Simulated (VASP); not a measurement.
OSZICAR of a VASP run on Si:

OSZICAR:
```
       N       E                     dE             d eps       ncg     rms          rms(c)
DAV:   1     0.190352234099E+03    0.19035E+03   -0.14325E+04   992   0.955E+02
DAV:   2    -0.450123462778E+02   -0.23536E+03   -0.22634E+03  1358   0.180E+02
DAV:   3    -0.614630883371E+02   -0.16451E+02   -0.16148E+02  1205   0.487E+01
DAV:   4    -0.622026055720E+02   -0.73952E+00   -0.73333E+00  1512   0.118E+01
DAV:   5    -0.622226181802E+02   -0.20013E-01   -0.19995E-01  1407   0.198E+00    0.111E+01
DAV:   6    -0.613526377956E+02    0.86998E+00   -0.17569E+00  1219   0.476E+00    0.654E+00
DAV:   7    -0.611404994960E+02    0.21214E+00   -0.18027E+00  1245   0.741E+00    0.180E+00
DAV:   8    -0.610593320499E+02    0.81167E-01   -0.62397E-01  1250   0.402E+00    0.450E-01
DAV:   9    -0.610633742974E+02   -0.40422E-02   -0.12391E-01  1408   0.150E+00    0.373E-01
DAV:  10    -0.610623128704E+02    0.10614E-02   -0.24418E-02  1260   0.668E-01    0.303E-01
DAV:  11    -0.610630450823E+02   -0.73221E-03   -0.48838E-03  1256   0.344E-01    0.163E-01
DAV:  12    -0.610626122257E+02    0.43286E-03   -0.22719E-03  1435   0.298E-01    0.982E-02
DAV:  13    -0.610627039085E+02   -0.91683E-04   -0.95867E-04  1281   0.124E-01    0.712E-02
DAV:  14    -0.610626753168E+02    0.28592E-04   -0.86654E-05  1401   0.387E-02    0.118E-01
DAV:  15    -0.610628229342E+02   -0.14762E-03   -0.23000E-04  1181   0.568E-02    0.400E-02
DAV:  16    -0.610628521056E+02   -0.29171E-04   -0.16037E-05   840   0.171E-02    0.306E-02
DAV:  17    -0.610628997753E+02   -0.47670E-04   -0.59454E-06   833   0.101E-02    0.219E-02
DAV:  18    -0.610629677951E+02   -0.68020E-04   -0.14713E-05   889   0.137E-02    0.118E-02
DAV:  19    -0.610629902635E+02   -0.22468E-04   -0.54938E-06   777   0.823E-03    0.139E-02
DAV:  20    -0.610629956828E+02   -0.54193E-05   -0.14671E-06   650   0.476E-03
   1 F= -.61062996E+02 E0= -.61064355E+02  d E =-.610630E+02
       N       E                     dE             d eps       ncg     rms          rms(c)
DAV:   1    -0.610642564496E+02   -0.12662E-02   -0.23353E-02  1034   0.632E-01    0.613E-02
DAV:   2    -0.610644031352E+02   -0.14669E-03   -0.16155E-03  1362   0.170E-01    0.264E-02
DAV:   3    -0.610644015833E+02    0.15519E-05   -0.60610E-05  1307   0.368E-02    0.178E-02
DAV:   4    -0.610644023638E+02   -0.78050E-06   -0.10601E-05   776   0.183E-02
   2 F= -.61064402E+02 E0= -.61065798E+02  d E =-.140668E-02
       N       E                     dE             d eps       ncg     rms          rms(c)
DAV:   1    -0.610645478404E+02   -0.14626E-03   -0.70168E-03  1048   0.349E-01    0.357E-02
DAV:   2    -0.610645923695E+02   -0.44529E-04   -0.50913E-04  1387   0.940E-02    0.153E-02
DAV:   3    -0.610645928683E+02   -0.49876E-06   -0.16243E-05   884   0.208E-02    0.978E-03
DAV:   4    -0.610645943837E+02   -0.15155E-05   -0.61357E-06   657   0.142E-02
   3 F= -.61064594E+02 E0= -.61065984E+02  d E =-.159870E-02
       N       E                     dE             d eps       ncg     rms          rms(c)
DAV:   1    -0.610651349995E+02   -0.54213E-03   -0.13015E-02  1006   0.458E-01    0.481E-02
DAV:   2    -0.610652211330E+02   -0.86134E-04   -0.90367E-04  1409   0.129E-01    0.208E-02
DAV:   3    -0.610652183592E+02    0.27738E-05   -0.25492E-05   959   0.267E-02    0.135E-02
DAV:   4    -0.610652194178E+02   -0.10586E-05   -0.12841E-05   790   0.201E-02
   4 F= -.61065219E+02 E0= -.61066615E+02  d E =-.625034E-03
       N       E                     dE             d eps       ncg     rms          rms(c)
DAV:   1    -0.610653548348E+02   -0.13648E-03   -0.17987E-02  1013   0.539E-01    0.583E-02
DAV:   2    -0.610654751896E+02   -0.12035E-03   -0.12678E-03  1409   0.152E-01    0.249E-02
DAV:   3    -0.610654711351E+02    0.40545E-05   -0.38545E-05  1072   0.322E-02    0.158E-02
DAV:   4    -0.610654721348E+02   -0.99972E-06   -0.13796E-05   797   0.217E-02
   5 F= -.61065472E+02 E0= -.61066874E+02  d E =-.877751E-03
```

Question: Which electronic solver shows in the log?

Answer: It is blocked Davidson (ALGO = Normal, or the opening steps of other solvers). The INCAR had ALGO = Normal.

Question: Can the final energy be trusted as converged?

Answer: Self-consistency was reached. It stopped with EDIFF = 1E-5, NELM = 100, NSW = 50 and EDIFFG = -0.03 after 5 ionic steps (PBE GGA, plane waves, VASP's PBE PAW potentials (set 64)).

The cell is a thin slab with vacuum, built from Si (diamond): (100) face.
